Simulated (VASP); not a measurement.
## HfTe (relaxed from the CsCl type structure, space group Pm-3m): computed properties

All values below come from PBEsol GGA, VASP's PBE PAW potentials (set 64) (plane waves; VASP 6.6.1).

* **space group**: Pm-3m (221)
* **cell**: a = b = c = 3.4897 Å, α = β = γ = 90.00°
* **volume per atom**: 21.25 Å³/atom
* **band gap (over mesh and band path)**: none (metal, semimetal or under 0.01 eV)
* **density**: 11.96 g/cm³

```
CELL_PARAMETERS angstrom
      3.48972     0.00000     0.00000
      0.00000     3.48972     0.00000
      0.00000     0.00000     3.48972
ATOMIC_POSITIONS crystal
  Hf 0.00000 0.00000 0.00000
  Te 0.50000 0.50000 0.50000
```

Unless said otherwise, spin-orbit coupling is left out, though it shifts the bands of the heavy elements here.

The structure was generated: HfTe was put into the CsCl type type (Pm-3m), which need not be its known phase. It was relaxed first, which changed the volume by -37 %. Symmetry was kept, so distortions that lower it aren't found.
